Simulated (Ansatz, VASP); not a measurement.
# Cross-check of Zn2As between VASP and Ansatz

One calculation is typed for both programs; each brings its own data sets and cutoff. How far apart do they land? The cell is generated by rule, not measured, and may not be a known phase.

Calculated with Ansatz 0.2.0; plane waves, with VASP 6.6.1 beside it; relaxation of cell and atoms at PBE.

**1. The starting structure**

It takes space group R-3m (No. 166, trigonal). The conventional cell has a = 4.702 Å, b = 4.702 Å, c = 8.691 Å, α = 90.00°, β = 90.00°, γ = 120.00°. Nearest to Zn lie 4 Zn at 2.41 to 2.76 Å and 4 As at 2.73 to 3.14 Å. Nearest to As lie 8 Zn at 2.73 to 3.14 Å. Farther neighbours are not listed.

**2. VASP: relaxation of cell and atoms, PBE**

The relaxed volume is the usual yardstick between codes: its relative difference is about their pressure difference at one cell divided by the bulk modulus.

Lines of VASP's logs that name or quote its potential files are left out, and so is its time.

File INCAR:

```
SYSTEM = Zn2As
PREC = Accurate
ENCUT = 400
EDIFF = 1E-06
NELM = 100
ISMEAR = -1
SIGMA = 0.05
LREAL = .FALSE.
ALGO = Normal
GGA = PE
LORBIT = 11
LWAVE = .FALSE.
LCHARG = .FALSE.
IBRION = 2
NSW = 60
ISIF = 3
EDIFFG = -0.01
```

File POSCAR:

```
Zn2As
1.0
    2.3509165600      1.3573023100      2.8968634200
   -2.3509165600      1.3573023100      2.8968634200
    0.0000000000     -2.7146046100      2.8968634200
Zn As
2 1
Direct
    0.8612314400      0.8612314400      0.8612314400
    0.1387685600      0.1387685600      0.1387685600
    0.5000000000      0.5000000000      0.5000000000
```

File KPOINTS:

```
Automatic mesh
0
Gamma
6 6 6
0 0 0
```

PAW data sets: Zn and As (PBE family, release 64).

Command:

```bash
> mpirun -np 1 vasp_std
```

Numbers of over 12 decimals in the logs are rounded to 6 here.

Output:

```text
[banner, memory and clock lines left out]
running    1 mpi-ranks, on    1 nodes
 distrk:  each k-point on    1 cores,    1 groups
 distr:  one band on    1 cores,    1 groups

 POSCAR found type information on POSCAR ZnAs
 POSCAR found :  2 types and       3 ions
 LDA part: xc-table for (Slater+PW92), standard interpolation
 POSCAR, INCAR and KPOINTS ok, starting setup
 FFT: planning ... GRIDC
 FFT: planning ... GRID_SOFT
 FFT: planning ... GRID
 WAVECAR not read
 entering main loop
       N       E                     dE             d eps       ncg     rms          rms(c)
DAV:   1     0.120288611002E+03    0.12029E+03   -0.12181E+04  1152   0.174E+03
DAV:   2    -0.419935740435E+00   -0.12071E+03   -0.11845E+03  1170   0.302E+02
DAV:   3    -0.660281724585E+01   -0.61829E+01   -0.60581E+01  1282   0.752E+01
DAV:   4    -0.669439277873E+01   -0.91576E-01   -0.91370E-01  1258   0.784E+00
DAV:   5    -0.669500826758E+01   -0.61549E-03   -0.61527E-03  1258   0.579E-01    0.428E+00
DAV:   6    -0.627256008899E+01    0.42245E+00   -0.21263E+00  1494   0.302E+01    0.360E+00
DAV:   7    -0.626138968389E+01    0.11170E-01   -0.22904E-01  1220   0.688E+00    0.170E+00
DAV:   8    -0.625508968118E+01    0.63000E-02   -0.10056E-02  1192   0.951E-01    0.427E-01
DAV:   9    -0.625456274602E+01    0.52694E-03   -0.91896E-04  1488   0.358E-01    0.564E-02
DAV:  10    -0.625457784015E+01   -0.15094E-04   -0.16782E-04  1214   0.136E-01    0.137E-02
DAV:  11    -0.625457945092E+01   -0.16108E-05   -0.28912E-05  1210   0.921E-02    0.568E-03
DAV:  12    -0.625457865822E+01    0.79270E-06   -0.23096E-06   686   0.288E-02
   1 F= -.62545787E+01 E0= -.62494267E+01  d E =-.625458E+01
[... from here on, the cycles between the ionic steps are left out ...]
   2 F= -.63512455E+01 E0= -.63464395E+01  d E =-.966668E-01
   3 F= -.64820019E+01 E0= -.64777391E+01  d E =-.227423E+00
   4 F= -.66849288E+01 E0= -.66818649E+01  d E =-.430350E+00
   5 F= -.65794261E+01 E0= -.65763687E+01  d E =-.324847E+00
   6 F= -.67808996E+01 E0= -.67793093E+01  d E =-.526321E+00
   7 F= -.67677527E+01 E0= -.67653218E+01  d E =-.513174E+00
   8 F= -.68149460E+01 E0= -.68134792E+01  d E =-.560367E+00
   9 F= -.68168100E+01 E0= -.68152591E+01  d E =-.562231E+00
  10 F= -.67656709E+01 E0= -.67643311E+01  d E =0.511391E-01
  11 F= -.68270969E+01 E0= -.68256602E+01  d E =-.102870E-01
 curvature:  -0.61 expect dE=-0.115E-03 dE for cont linesearch -0.369E-04
 ZBRENT: interpolating
 opt :   0.8520  next Energy=    -6.827129 (dE=-0.103E-01)
 bond charge predicted
       N       E                     dE             d eps       ncg     rms          rms(c)
DAV:   1    -0.682793136011E+01   -0.83454E-03   -0.14345E-02  1232   0.205E+00    0.211E-01
DAV:   2    -0.682720881537E+01    0.72254E-03   -0.38482E-03  1214   0.134E+00    0.722E-02
DAV:   3    -0.682713523753E+01    0.73578E-04   -0.11340E-04  1268   0.131E-01    0.374E-02
DAV:   4    -0.682710945295E+01    0.25785E-04   -0.26055E-05  1358   0.436E-02    0.622E-03
DAV:   5    -0.682710819190E+01    0.12610E-05   -0.79147E-06  1310   0.340E-02    0.271E-03
DAV:   6    -0.682710808311E+01    0.10879E-06   -0.21235E-06   810   0.227E-02
  12 F= -.68271081E+01 E0= -.68256669E+01  d E =-.102981E-01
 curvature:  -0.52 expect dE=-0.845E-04 dE for cont linesearch -0.817E-06
[... the rest is left out ...]
```

Parts of OUTCAR (step 2):

```text
ion  position               nearest neighbor table
   1  0.861  0.861  0.861-   2 2.41   3 2.73   3 2.73   3 2.73   2 2.76   2 2.76   2 2.76
   2  0.139  0.139  0.139-   1 2.41   3 2.73   3 2.73   3 2.73   1 2.76   1 2.76   1 2.76
   3  0.500  0.500  0.500-   2 2.73   1 2.73   2 2.73   2 2.73   1 2.73   1 2.73

  LATTYP: Found a trigonal (rhomboedric) cell.
 ALAT       =     3.9699994845
 COS(alpha) =     0.2986682096

 Subroutine GETGRP returns: Found 12 space group operations
 (whereof 12 operations were pure point group operations)

The static configuration has the point symmetry D_3d.

 Found     32 irreducible k-points:

   k-points           NKPTS =     32   k-points in BZ     NKDIM =     32   number of bands    NBANDS=     18

   dimension x,y,z NGX =    28 NGY =   28 NGZ =   28
   dimension x,y,z NGXF=    56 NGYF=   56 NGZF=   56

   ENCUT  =  400.0 eV  29.40 Ry    5.42 a.u.   6.47  6.47  6.47*2*pi/ulx,y,z

   NELECT =      29.0000    total number of electrons

 k-points in reciprocal lattice and weights: Automatic mesh
   0.00000000  0.00000000  0.00000000       0.005
   0.16666667 -0.00000000  0.00000000       0.028
   0.33333333  0.00000000  0.00000000       0.028
   0.50000000 -0.00000000  0.00000000       0.014
   0.16666667  0.16666667  0.00000000       0.028
   0.33333333  0.16666667  0.00000000       0.056
   0.50000000  0.16666667 -0.00000000       0.056
  -0.33333333  0.16666667 -0.00000000       0.056
  -0.16666667  0.16666667  0.00000000       0.028
[...]
-0.33333333  0.50000000  0.33333333       0.028
   0.50000000  0.50000000  0.50000000       0.005

 average (electrostatic) potential at core
       1 -36.4348       2 -36.4348       3 -51.5076

 E-fermi :   3.3421

 k-point     1 :       0.0000    0.0000    0.0000
  band No.  band energies     occupation
    ...
     11      -3.7074      2.00000
     12       1.2379      2.00000
     13       2.5064      2.00000
     14       2.5064      2.00000
     15       2.5395      2.00000
     16       4.6692      0.00000
     17       4.6692      0.00000
     18       7.5351      0.00000

 k-point     2 :       0.1667   -0.0000    0.0000
  band No.  band energies     occupation
    ...
     11      -3.6827      2.00000
     12      -0.3263      2.00000
     13       2.1381      2.00000
     14       2.1503      2.00000
     15       3.0654      1.99212
     16       5.4094      0.00000
     17       5.6848      0.00000
     18       7.8861      0.00000

 k-point     3 :       0.3333    0.0000    0.0000
  band No.  band energies     occupation
    ...
     11      -3.6873      2.00000
     12      -2.3636      2.00000
     13       1.6989      2.00000
     14       2.1127      2.00000
     15       3.1379      1.96684
     16       6.3469      0.00000
     17       6.8108      0.00000
     18       7.9343      0.00000

  Total       -0.0122084     -0.0122084     -0.0206465      0.0000000     -0.0000000      0.0000000
  in kB       -0.3463812     -0.3463812     -0.5857890      0.0000000     -0.0000000      0.0000000
  external PRESSURE =      -0.4261838 kB  Pullay stress =       0.0000000 kB

  energy-cutoff  :      400.00
  volume of cell :       56.47
      direct lattice vectors                 reciprocal lattice vectors
     2.340970925  1.351560195  2.974634244     0.213586591  0.123314276  0.112058595
    -2.340970925  1.351560195  2.974634244    -0.213586591  0.123314276  0.112058595
     0.000000000 -2.703120380  2.974634244     0.000000000 -0.246628552  0.112058595

 POSITION                                       TOTAL-FORCE (eV/Angst)
 -----------------------------------------------------------------------------------
      0.00000      0.00000      7.03494         0.000000      0.000000      0.001956
      0.00000      0.00000      1.88896        -0.000000     -0.000000     -0.001956
      0.00000      0.00000      4.46195         0.000000      0.000000     -0.000000
 -----------------------------------------------------------------------------------
    total drift:                                0.000000     -0.000000     -0.000000

  FREE ENERGIE OF THE ION-ELECTRON SYSTEM (eV)
  ---------------------------------------------------
  free  energy   TOTEN  =        -6.8272026954 eV

  energy  without entropy=       -6.8242453666  energy(sigma->0) =       -6.82572403

 reached required accuracy - stopping structural energy minimisation

 total charge
# of ion       s       p       d       tot
------------------------------------------
    1        0.611   0.341   9.745  10.697
    2        0.611   0.341   9.745  10.697
    3        1.256   1.448   0.039   2.743
--------------------------------------------------
tot          2.479   2.129  19.529  24.137

[... 3 further parts left out ...]
```

CONTCAR:

```
Zn2As
   1.00000000000000
     2.3409709254308204    1.3515601953093290    2.9746342442006291
    -2.3409709254308204    1.3515601953093290    2.9746342442006291
     0.0000000000000001   -2.7031203803894082    2.9746342440748306
  Zn              As
     2     1
Direct
     0.7883253210483003    0.7883253210483003    0.7883253210485108
     0.2116746789516996    0.2116746789516996    0.2116746789514892
     0.5000000000000000    0.5000000000000000    0.5000000000000000
```

**3. Ansatz: relaxation of cell and atoms, PBE**

Ansatz runs on its default PAW (the set named soft_2) files.

The same cell, functional, mesh and smearing now go to Ansatz, which takes its cutoff from its data sets.

File input.yaml:

```yaml
crystal:
  lattice:
    - [2.35091656, 1.35730231, 2.89686342]
    - [-2.35091656, 1.35730231, 2.89686342]
    - [0.0, -2.71460461, 2.89686342]
  atoms:
    - { symbol: Zn, position: [0.86123144, 0.86123144, 0.86123144] }
    - { symbol: Zn, position: [0.13876856, 0.13876856, 0.13876856] }
    - { symbol: As, position: [0.5, 0.5, 0.5] }
hamiltonian:
  xc: pbe
  pseudopotentials: { kind: paw }
kpoints:
  mp_grid: { grid: [6, 6, 6] }
scf:
  occupations: { method: fermi_dirac, width: 0.05 }
relax:
  f_tol: 0.01
  max_steps: 60
  cell: { stress_tol: 0.05 }
output:
  forces: true
  stress: true
```

Command:

```bash
> ansatz run input.yaml --threads 4 --pin off --max-ram 9216MiB --backend cpu --events-out ev --progress --plain --runs-dir out
```

Output:

```text
Engine: ansatz 0.2.0, aarch64-unknown-linux-gnu
Pseudopotentials: kind: paw
Pseudopotential: Zn, paw, valence charge 12, recommended cutoff 420 eV (normal), Zn.paw.azcp
Pseudopotential: As, paw, valence charge 15, recommended cutoff 420 eV (normal), As.paw.azcp
Functional definition: PBE
  parameter kappa = 0.804
  parameter beta = 0.066725
  exchange = pbe_x(kappa = kappa, mu = beta*pi^2/3)
  correlation = pbe_c(beta = beta)
Crystal: 3 atoms, lattice volume = 55.462 Å³
Basis set: ecut = 420 eV, 1077 PW (Γ), exchange–correlation on 54×54×54 points (8 copies of the dense FFT grid, shifted against one another)
Bands: 24, of which v1, the nominal top of the filled ones, is band 20 counted from 1 (19 counted from 0)
Symmetry: 12 space group operations
Space group: R-3m (ITA 166), of the structure as read, at distance tolerance 3.8e-5 Å
k-points: 32 of 216
Non-local potential: Zn, projectors of the file, l = 0: 2, l = 1: 2, l = 2: 3, l = 3: 1
Non-local potential: As, projectors of the file, l = 0: 2, l = 1: 2, l = 2: 3, l = 3: 1
PAW form: soft (Blöchl's): semilocal exchange-correlation on the pseudo side does not see the compensation charge
PAW one-centre angular grid: Zn, 590 points (default); XC on 64 Gauss nodes
PAW one-centre angular grid: As, 590 points (default); XC on 64 Gauss nodes
Initial density: superposition of atomic densities (neutral atoms: chi_scale 0, normalization atom), corrected by the library's trained network
Initial wavefunctions: pseudopotential atomic-orbital guess
Functional: x = pbe(κ = 0.804, μ = 0.219515), c = pbe(β = 0.066725)
SCF iter   1: F=—  HF=-11493.566478 eV  |F-HF|=—  |Δ(HF+E_count)|=         —  Δρ=2.62e-3  dr2=4.42e-3  ethr=1.77e-3  ⟨swp⟩=5.9  Hψ=3668  notcnv=0
preconditioner: auto → Kerker (q_TF=auto, 2.573 Å⁻¹)  [metal: Δε(μ)=0.090 eV  Ē_g=10.366 eV  σ=0.050 eV  W_gap=0.42  n_scr=14 (ndim 8)  ℏωp=26.9 eV  f_vac=0.000  D(μ)=1.13/eV (n_scr^D=6)]
SCF iter   2: F=—  HF=-11493.565503 eV  |F-HF|=—  |Δ(HF+E_count)|=   9.74e-4  Δρ=1.46e-3  dr2=1.69e-3  ethr=1.13e-5  ⟨swp⟩=1.1  Hψ=1028  notcnv=0
SCF iter   3: F=—  HF=-11493.565286 eV  |F-HF|=—  |Δ(HF+E_count)|=   2.17e-4  Δρ=1.15e-3  dr2=4.29e-4  ethr=4.33e-6  ⟨swp⟩=2.0  Hψ=1196  notcnv=0
SCF iter   4: F=—  HF=-11493.564993 eV  |F-HF|=—  |Δ(HF+E_count)|=   2.92e-4  Δρ=2.03e-4  dr2=2.17e-5  ethr=1.10e-6  ⟨swp⟩=2.0  Hψ=1184  notcnv=0
SCF iter   5: F=—  HF=-11493.564997 eV  |F-HF|=—  |Δ(HF+E_count)|=   3.80e-6  Δρ=7.11e-5  dr2=2.48e-6  ethr=5.56e-8  ⟨swp⟩=2.0  Hψ=1392  notcnv=0
SCF iter   6: F=—  HF=-11493.564996 eV  |F-HF|=—  |Δ(HF+E_count)|=   1.13e-6  Δρ=2.64e-5  dr2=2.78e-7  ethr=6.37e-9  ⟨swp⟩=2.0  Hψ=1393  notcnv=0
SCF iter   7: F=—  HF=-11493.564996 eV  |F-HF|=—  |Δ(HF+E_count)|=   1.15e-7  Δρ=1.46e-5  dr2=1.02e-7  ethr=2.56e-10  ⟨swp⟩=4.9  Hψ=2902  notcnv=0
SCF iter   8: F=-11493.564996 eV  HF=-11493.564996 eV  |F-HF|=1.53e-9  |Δ(HF+E_count)|=   6.25e-8  Δρ=3.85e-6  dr2=6.54e-9  ethr=2.56e-10  ⟨swp⟩=4.0  Hψ=2750  notcnv=0
SCF 1 converged in 8 iterations: F = -11493.564996 eV  dr2 = 6.54e-9
  greatest PAW one-centre occupation: 0.999 electrons in one spin orbital (limit 2), on the As atom at site 2 (counted from 0), in its partial waves of l = 2
relax step   1: F+E_penalty+E_count = -11493.56499629 eV  Δ(F+E_penalty+E_count) = +0.000e0 eV  max|allowed force component| = 1.085e0 eV/Å  Δτ_max = 0.0000 Å  P = +0.070 GPa  Ω = 55.462 Å³  (8 SCF iters, dr2 threshold 1.00e-7 eV, accepted)
[... from here on, the SCF cycles and remarks between the steps are left out ...]
relax step   2: F+E_penalty+E_count = -11493.77206390 eV  Δ(F+E_penalty+E_count) = -2.071e-1 eV  max|allowed force component| = 9.586e-1 eV/Å  Δτ_max = 0.1018 Å  P = +0.628 GPa  Ω = 53.184 Å³  energy of the carried Pulay correction = +1.014e-3 eV  (8 SCF iters, dr2 threshold 3.00e-7 eV, accepted)
relax step   3: F+E_penalty+E_count = -11493.97251670 eV  Δ(F+E_penalty+E_count) = -2.005e-1 eV  max|allowed force component| = 2.915e-1 eV/Å  Δτ_max = 0.1698 Å  P = +1.377 GPa  Ω = 52.235 Å³  energy of the carried Pulay correction = +1.449e-3 eV  (7 SCF iters, dr2 threshold 3.00e-7 eV, accepted)
relax step   4: F+E_penalty+E_count = -11494.02924565 eV  Δ(F+E_penalty+E_count) = -5.673e-2 eV  max|allowed force component| = 3.135e-1 eV/Å  Δτ_max = 0.0694 Å  P = -2.027 GPa  Ω = 55.390 Å³  energy of the carried Pulay correction = +3.125e-5 eV  (6 SCF iters, dr2 threshold 3.00e-7 eV, accepted)
relax step   5: F+E_penalty+E_count = -11494.08808921 eV  Δ(F+E_penalty+E_count) = -5.884e-2 eV  max|allowed force component| = 1.342e-1 eV/Å  Δτ_max = 0.1168 Å  P = -0.885 GPa  Ω = 55.406 Å³  energy of the carried Pulay correction = +2.441e-5 eV  (6 SCF iters, dr2 threshold 3.00e-7 eV, accepted)
relax step   6: F+E_penalty+E_count = -11494.13769684 eV  Δ(F+E_penalty+E_count) = -4.961e-2 eV  max|allowed force component| = 5.876e-2 eV/Å  Δτ_max = 0.1471 Å  P = +0.554 GPa  Ω = 55.818 Å³  energy of the carried Pulay correction = -1.547e-4 eV  (7 SCF iters, dr2 threshold 3.00e-7 eV, accepted)
relax step   7: F+E_penalty+E_count = -11494.13659400 eV  Δ(F+E_penalty+E_count) = +1.103e-3 eV  max|allowed force component| = 5.681e-2 eV/Å  Δτ_max = 0.0779 Å  P = +0.011 GPa  Ω = 57.051 Å³  energy of the carried Pulay correction = -6.829e-4 eV  (7 SCF iters, dr2 threshold 3.00e-7 eV, rejected (line search))
relax step   8: F+E_penalty+E_count = -11494.14029165 eV  Δ(F+E_penalty+E_count) = -2.595e-3 eV  max|allowed force component| = 8.538e-3 eV/Å  Δτ_max = 0.0363 Å  P = -0.002 GPa  Ω = 56.632 Å³  energy of the carried Pulay correction = -5.047e-4 eV  (9 SCF iters, accepted)
relax step   9: F+E_penalty+E_count = -11494.14081451 eV  Δ(F+E_penalty+E_count) = -5.229e-4 eV  max|allowed force component| = 8.496e-3 eV/Å  Δτ_max = 0.0000 Å  P = -0.001 GPa  Ω = 56.632 Å³  stress off target by 4.07e-2 GPa  SCF on the basis re-selected at this cell (its energy is not comparable with the rows above)  (6 SCF iters)
basis re-selected at this cell: Δ(F+E_penalty+E_count) = -5.229e-4 eV, ΔP = +0.000 GPa vs the last step (what re-selecting the basis moved, of the pressure what is left beyond the Pulay correction that the steps carried, after the strain that the cell walked since its last selection, with what the two solves' SCF thresholds leave and, on support functions, any second-order correction that the steps lacked; it is no m [...]
SCF converged after 6 iterations
Free energy (F): -11494.140815 eV
Harris-Foulkes:  -11494.140815 eV  (|F-HF|=7.11e-10)
Internal energy: -11494.137671 eV  (E = F + TS)
E sigma→0 (E₀):  -11494.139243 eV
Entropy (-TS):   -0.003144 eV (-1.048 meV/atom)
Fermi energy:    9.582636 eV
--- Per-component energies (eV) ---
  E_band       = -174.622284
  E_kinetic    = 363.835629
  E_local      = -5035.143799  (includes V_loc(G=0)·N_el)
  E_nonlocal   = 554.565443
  E_hartree    = 2340.993778
  E_xc         = -353.175271
  E_vxc        = -182.475874  (∫ρ·V_xc dr)
  E_paw        = -5488.225848  (= ΣΔE_a)
  E_vpaw       = -557.390683  (= ΣTr[D̂ρ^β])
  E_aug_tail   = -0.000715  (compensation charges beyond the density's cutoff)
  E_ewald      = -3876.986887
  E_smearing   = -0.003144  (= −TS)
  E_closure    = -0.000000  (closes the sum)
  Σ components = -11494.140815   (vs F -11494.140815, Δ=0.00e0)
--- Forces (eV/Å), atoms counted from 1 ---
  atom   1  Zn    -0.00000000     0.00000000     0.00849615
  atom   2  Zn     0.00000000    -0.00000000    -0.00849615
  atom   3  As     0.00000000     0.00000000    -0.00000000
  max |Σ_I F_I| component: 6.01e-17 eV/Å
--- Stress (GPa, compression-positive) ---
       -0.022502       0.000000      -0.000000
        0.000000      -0.022502       0.000000
       -0.000000       0.000000       0.040713
  P = ⅓ Tr σ = -0.0014 GPa (-0.014 kbar)
--- Relaxed structure (8 steps of the walk, 7 accepted, 1 SCFs on fresh bases) ---
  F+E_penalty+E_count = -11494.14081451 eV   max|allowed force component| = 8.496e-3 eV/Å   (the final SCF, on the basis selected at the relaxed cell)
  cell:  # Å, volume = 56.6318 Å³
    - [2.341593, 1.351919, 2.981582]
    - [-2.341593, 1.351919, 2.981582]
    - [0, -2.703838, 2.981582]
  atoms:
    - { symbol: Zn, position: [0.787466, 0.787466, 0.787466] }
    - { symbol: Zn, position: [0.212534, 0.212534, 0.212534] }
    - { symbol: As, position: [0.500000, 0.500000, 0.500000] }
```

Run time: 8.1 s. Hardware: 4 threads of Arm Neoverse V1, shared host; peak memory 0.39 GiB; 28 s of CPU time.

**4. Comparison**

Known differences besides the potentials themselves: both relaxations stop at a tolerance, which leaves soft axes loose, and VASP keeps its plane-wave basis; the data sets hold 39 valence electrons in Ansatz (default PAW (the set named soft_2) files) and 29 in VASP; the cutoff is 420 eV in Ansatz and 400 eV in VASP; VASP leaves aspherical gradient terms in its spheres out (LASPH is not set), Ansatz keeps them; Ansatz adds a Pulay correction to the stress that steers its cell, VASP none. Total energies have different zeros and are not compared.

Compared:

| quantity | Ansatz | VASP | difference |
| --- | --- | --- | --- |
| volume (Å³) | 56.63 | 56.47 | +0.29 % |
| edge a after relaxation, in the typed setting (Å) | 4.025 | 4.019 | +0.14 % |

The walks stopped with 0.00 GPa left in Ansatz and -0.04 GPa in VASP; each walk ends within a tolerance, so the volume difference is uncertain by about these residues over the bulk modulus, most in soft cells.

**5. Results**

```json
{
 "difference in volume (relaxation of cell and atoms, PBE)": "0.29 %"
}
```

**Reading.** The difference in volume is 0.29 % (relaxation of cell and atoms, PBE), within the 1.2 % picked in this series as the mark of a large difference, as far as the stopping tolerances let one tell. Such differences can come from data sets, numerical settings and the points named under the comparisons, not from the functional's error against experiment.

[Lines on the potential files, build, host, timing and source positions are cut from VASP's logs without a mark.]

[Logs are printed without paths, hosts, clocks, repeated set-up lines and the standing remarks that a program may print on its own settings, such as how far it seeks lower states.]

[Hosts, paths, dates, database ids (printed as entryN), source tags and the programs' standing remarks are cut or masked in the printed files.]
